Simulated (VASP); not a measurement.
Input:

```
CELL_PARAMETERS angstrom
      2.87513     0.00000     0.00000
      0.00000     2.87513     0.00000
      0.00000     0.00000     2.87513
ATOMIC_POSITIONS crystal
  Zn 0.50000 0.50000 0.50000
  Cu 0.00000 0.00000 0.00000
```

Level of theory: LDA (Ceperley-Alder, Perdew-Zunger), VASP's LDA PAW potentials (set 64) (plane waves; VASP). Numerical set-up: 500 eV cut-off, 13×13×13 Γ-centred mesh, first-order Methfessel-Paxton smearing of 0.10 eV, potentials Zn Cu.

Energy and stress use the plane-wave basis of the starting cell.

Task: The ions, cell shape and volume at an external pressure of 5.0 GPa are relaxed. Give the cell that the relaxation ends in.

Result: 
```
CELL_PARAMETERS angstrom
      2.84638     0.00000     0.00000
      0.00000     2.84638     0.00000
      0.00000     0.00000     2.84638
ATOMIC_POSITIONS crystal
  Zn 0.50000 0.50000 0.50000
  Cu 0.00000 0.00000 0.00000
```
Space group Pm-3m (221), at a tolerance of 0.03 Å.

Task: How do energy and volume change from the first to the last step?

Result: The energy (σ→0) changes by +5.3 meV/atom and the volume by -3.0 %, in 3 ionic steps.

```csv
step,E(σ→0) (eV),max force (eV/Å),pressure (GPa),volume (Å³)
1,-6.7897,0.000,0.12,23.77
2,-6.7562,0.000,9.20,22.54
3,-6.7790,0.000,5.10,23.06
```

The compound is CuZn in the CsCl type structure. This run relaxes it under an external pressure of 5 GPa. Symmetry was kept, so distortions that lower it aren't found. The electron count is odd and the run is not spin-polarised, which forces a metal.
